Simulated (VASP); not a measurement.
Method: PBE GGA, VASP's PBE PAW potentials (set 64) (plane waves; VASP).

Input for VASP

**KPOINTS**
```
kpoints
0
Gamma
7 7 7
```

POSCAR:
```
AgCl
1
    0.0000000000     2.8305000000     2.8305000000
    2.8305000000     0.0000000000     2.8305000000
    2.8305000000     2.8305000000     0.0000000000
Ag Cl
1 1
Direct
  0.0000000000   0.0000000000   0.0000000000
  0.5000000000   0.5000000000   0.5000000000
```

**INCAR**
```
# general
SYSTEM  = AgCl
PREC    = Accurate
ENCUT   = 575
LREAL   = .FALSE.
LASPH   = .TRUE.

# electronic loop
EDIFF   = 1E-6
NELM    = 100
ALGO    = Normal
LMAXMIX = 4

# smearing
ISMEAR  = 0
SIGMA   = 0.05

# functional
GGA     = PE

# ions
ISIF    = 2

# output
LWAVE   = .FALSE.
LCHARG  = .FALSE.
```

POTCAR, in this order: Ag Cl (PBE.64 set). Program: vasp_std.

What VASP printed:

File OSZICAR:
```
       N       E                     dE             d eps       ncg     rms          rms(c)
DAV:   1     0.103767476840E+03    0.10377E+03   -0.90426E+03   528   0.133E+03
DAV:   2    -0.100118584474E+01   -0.10477E+03   -0.98827E+02   646   0.253E+02
DAV:   3    -0.555620997362E+01   -0.45550E+01   -0.45403E+01   610   0.574E+01
DAV:   4    -0.559404826222E+01   -0.37838E-01   -0.37833E-01   595   0.583E+00
DAV:   5    -0.559463699231E+01   -0.58873E-03   -0.58873E-03   620   0.735E-01    0.540E+00
DAV:   6    -0.540113544142E+01    0.19350E+00   -0.34553E-01   566   0.793E+00    0.356E+00
DAV:   7    -0.539735078698E+01    0.37847E-02   -0.10644E-01   535   0.263E+00    0.186E+00
DAV:   8    -0.539671235688E+01    0.63843E-03   -0.62652E-03   545   0.982E-01    0.285E-01
DAV:   9    -0.539675264899E+01   -0.40292E-04   -0.77261E-04   580   0.430E-01    0.527E-02
DAV:  10    -0.539683627911E+01   -0.83630E-04   -0.16088E-04   525   0.123E-01    0.336E-02
DAV:  11    -0.539684179104E+01   -0.55119E-05   -0.51812E-06   575   0.212E-02    0.523E-03
DAV:  12    -0.539684183846E+01   -0.47424E-07   -0.31213E-07   385   0.653E-03
   1 F= -.53968418E+01 E0= -.53968418E+01  d E =-.250043E-15
```

**OUTCAR**
```
------------------------ aborting loop because EDIFF is reached ----------------------------------------
  FORCE on cell =-STRESS in cart. coord.  units (eV):
  Direction    XX          YY          ZZ          XY          YZ          ZX
  --------------------------------------------------------------------------------------
  Total       -0.3203347     -0.3203347     -0.3203347      0.0000000      0.0000000     -0.0000000
  in kB      -11.3160560    -11.3160560    -11.3160560      0.0000000      0.0000000     -0.0000000
  external PRESSURE =     -11.3160560 kB  Pullay stress =       0.0000000 kB
  volume of cell :       45.35
      direct lattice vectors                 reciprocal lattice vectors
     0.000000000  2.830500000  2.830500000    -0.176647235  0.176647235  0.176647235
     2.830500000  0.000000000  2.830500000     0.176647235 -0.176647235  0.176647235
     2.830500000  2.830500000  0.000000000     0.176647235  0.176647235 -0.176647235
  FREE ENERGIE OF THE ION-ELECTRON SYSTEM (eV)
  ---------------------------------------------------
  free  energy   TOTEN  =        -5.3968418385 eV

  energy  without entropy=       -5.3968418385  energy(sigma->0) =       -5.39684184
```
(Selected blocks of OUTCAR.)

The compound is AgCl in the rock salt structure. The cell was not relaxed at this level. The run is one of a series of settings (ENCUT = 575 against the base run), some of them coarse on purpose.
